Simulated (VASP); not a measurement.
**Cu$_{3}$N (space group Pm-3m): computed properties**

All values below come from PBE GGA with D3 dispersion (Becke-Johnson damping), VASP's PBE PAW potentials (set 64) (plane waves; VASP 6.6.1).

```json
{
  "space_group": "Pm-3m (221)",
  "cell": "a = 3.786 Å, b = 3.786 Å, c = 3.786 Å, α = 90.00°, β = 90.00°, γ = 90.00°",
  "volume_per_atom": "13.57 Å³/atom",
  "band gap (over mesh and band path)": "0.14 eV",
  "smallest direct gap (over mesh and band path)": "0.69 eV",
  "hill_bulk_modulus": "126 GPa",
  "hill_shear_modulus": "42.4 GPa",
  "Poisson's ratio": "0.349",
  "band_edge_character_without_spin_orbit_coupling": "indirect, R to M",
  "band_gap_with_spin_orbit_coupling": "0.08 eV",
  "density": "6.26 g/cm³",
  "optical Γ-point spectrum": "88 (×3), 149 (×3), 671 (×3) cm⁻¹",
  "C11": "270 GPa",
  "C12": "54.5 GPa",
  "C44": "20.0 GPa"
}
```

```cif
data_Cu3N
_chemical_formula_sum 'Cu3 N1'
_space_group_name_H-M_alt 'P 1'
_space_group_IT_number 1
_cell_length_a 3.78591
_cell_length_b 3.78591
_cell_length_c 3.78591
_cell_angle_alpha 90.000
_cell_angle_beta 90.000
_cell_angle_gamma 90.000
loop_
_space_group_symop_operation_xyz
  'x, y, z'
loop_
_atom_site_label
_atom_site_type_symbol
_atom_site_fract_x
_atom_site_fract_y
_atom_site_fract_z
_atom_site_occupancy
Cu1 Cu 0.50000 0.00000 0.00000 1
Cu2 Cu 0.00000 0.50000 0.00000 1
Cu3 Cu 0.00000 0.00000 0.50000 1
N1 N 0.00000 0.00000 0.00000 1
```

The structure comes from a measured Cu3N entry (Pm-3m) of the Crystallography Open Database, whose conditions weren't checked. It was relaxed first. Symmetry was kept, so distortions that lower it aren't found.
